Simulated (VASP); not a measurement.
```xyz
8
Lattice="5.0963 0.0000 0.0000 0.0000 5.0963 0.0000 0.0000 0.0000 5.0963" Properties=species:S:1:pos:R:3 pbc="T T T"
Al     2.5482     2.5482     2.5482
Nb     0.0000     2.5482     3.8513
Nb     0.0000     2.5482     1.2450
Nb     3.8513     5.0963     2.5482
Nb     1.2450     0.0000     2.5482
Nb     2.5482     3.8513     0.0000
Nb     2.5482     1.2450     5.0963
Si     0.0000     0.0000     0.0000
```

These are PBEsol GGA, VASP's PBE PAW potentials (set 64) (plane waves; VASP) values and carry that method's errors. Numerical set-up: 400 eV cut-off, 7×7×7 Γ-centred mesh, tetrahedra with Blöchl corrections, potentials Al Nb_sv Si.

**Question.** Tabulate the total density of states (states/eV per cell) against energy (eV; zero at the valence-band maximum or, without a gap, the Fermi level).

**Answer.** 
```
E (eV) | DOS (states/eV)
    -9.93 |  0.00
    -9.40 |  0.00
    -8.77 | # 0.40
    -8.24 | ####### 2.92
    -7.71 | # 0.59
    -7.18 |  0.00
    -6.55 |  0.00
    -6.02 | ##### 2.33
    -5.49 | ## 0.73
    -4.86 |  0.00
    -4.33 | ############# 5.95
    -3.80 | ####### 3.04
    -3.17 | ############# 5.86
    -2.64 | ########### 4.73
    -2.11 | #################### 8.89
    -1.58 | ################ 7.12
    -0.95 | ######## 3.66
    -0.42 | ########################## 11.8
     0.11 | ############################## 13.4
     0.74 | ###### 2.58
     1.27 | ######### 4.02
     1.80 | ######## 3.80
     2.33 | ############# 5.87
     2.96 | ############ 5.21
     3.49 | ##### 2.37
```
Within 2 eV below the Fermi level the largest weight inside VASP's projection spheres is Nb d.

The structure comes from a computed database's Nb6AlSi entry (Pm-3); how it stands against other phases isn't given here. It was relaxed first. The electron count is odd and the run is not spin-polarised, which forces a metal.
